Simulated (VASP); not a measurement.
```xyz
4
Lattice="3.1936 0.0000 0.0000 -1.5968 2.7658 0.0000 0.0000 0.0000 6.3969" Properties=species:S:1:pos:R:3 pbc="T T T"
Mo     3.1936     0.0000     0.0000
Mo     3.1936     0.0000     3.1984
P      0.0000     1.8438     1.5992
P      1.5968     0.9219     4.7976
```

Method: PBEsol GGA, VASP's PBE PAW potentials (set 64) (plane waves; VASP). Settings: 400 eV cut-off, 12×12×6 Γ-centred mesh, tetrahedra with Blöchl corrections, potentials Mo_sv P.

Problem. Predict the energy per atom (σ→0), band gap (on the k-mesh) with the smallest direct gap where there is one.

Solution. 
- band gap (on the k-mesh): none (metal, semimetal or under 0.01 eV)
- energy per atom (σ→0): -9.468 eV/atom

The absolute energy has meaning only against runs of the same code, potentials and settings.

The structure was generated: MoP was put into the NiAs type type (P6_3/mmc), which need not be its known phase. It was relaxed first, which changed the volume by -35 %.
